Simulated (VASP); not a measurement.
The input files of a VASP run:

**INCAR**
```
! general
SYSTEM   = SnSe2
PREC     = Accurate
ENCUT    = 520
LREAL    = .False.
LASPH    = .True.

! electronic loop
EDIFF    = 1E-7
NELM     = 100
ALGO     = Normal
LMAXMIX  = 4

! smearing
ISMEAR   = 0
SIGMA    = 0.05

! functional
GGA      = MK
LUSE_VDW = .True.
AGGAC    = 0.0
PARAM1   = 0.1234
PARAM2   = 1.0

! ions
IBRION   = 2
NSW      = 30
ISIF     = 4
EDIFFG   = -0.01

! output
LWAVE    = .False.
LCHARG   = .False.
```

**KPOINTS**
```
Automatic mesh
0
Gamma
7 7 4
0 0 0
```

POSCAR:
```
SnSe2
1
    1.8890427856    -3.2719182972     0.0000000000
    1.8890427856     3.2719182972     0.0000000000
    0.0000000000     0.0000000000     6.0484013133
Sn Se
1 2
Direct
  0.0000000000   1.0000000000   0.0000000000
  0.3333330000   0.6666670000   0.2586295722
  0.6666670000   0.3333330000   0.7413704278
```

POTCAR, in this order: Sn_d Se (PBE.64 set). Program: vasp_std.

Q: Translate this optB86b-vdW calculation to Quantum ESPRESSO's pw.x.

A: One equivalent input (not run):
```
&CONTROL
  calculation = 'vc-relax'
  pseudo_dir = './pseudo'
  outdir = './out'
  tprnfor = .true.
  tstress = .true.
  nstep = 30
  forc_conv_thr = 0.00039
/
&SYSTEM
  ibrav = 0
  nat = 3
  ntyp = 2
  ecutwfc = 86
  occupations = 'smearing'
  smearing = 'gaussian'
  degauss = 0.003675
  input_dft = 'vdw-df-ob86'
/
&ELECTRONS
  conv_thr = 7.3e-09
  electron_maxstep = 100
/
&IONS
/
&CELL
  cell_dofree = 'shape'
/
ATOMIC_SPECIES
  Sn 118.710 Sn.upf
  Se 78.971 Se.upf
CELL_PARAMETERS angstrom
     1.8890428   -3.2719183    0.0000000
     1.8890428    3.2719183    0.0000000
     0.0000000    0.0000000    6.0484013
ATOMIC_POSITIONS crystal
  Sn   0.0000000  1.0000000  0.0000000
  Se   0.3333330  0.6666670  0.2586296
  Se   0.6666670  0.3333330  0.7413704
K_POINTS automatic
  7 7 4 0 0 0
```
What does not carry over: the potentials are each code's own (VASP's PAW set, PseudoDojo norm-conserving files in pw.x), so ENCUT and ecutwfc are chosen apart and not converted; conv_thr bounds pw.x's estimated SCF error, while EDIFF bounds the energy change between steps; forc_conv_thr acts on force components and is met together with etot_conv_thr.

The compound is SnSe2 in the 1T layered structure. This cell is one point of a volume scan, at 0.94 of the reference volume. Symmetry was kept, so distortions that lower it aren't found.
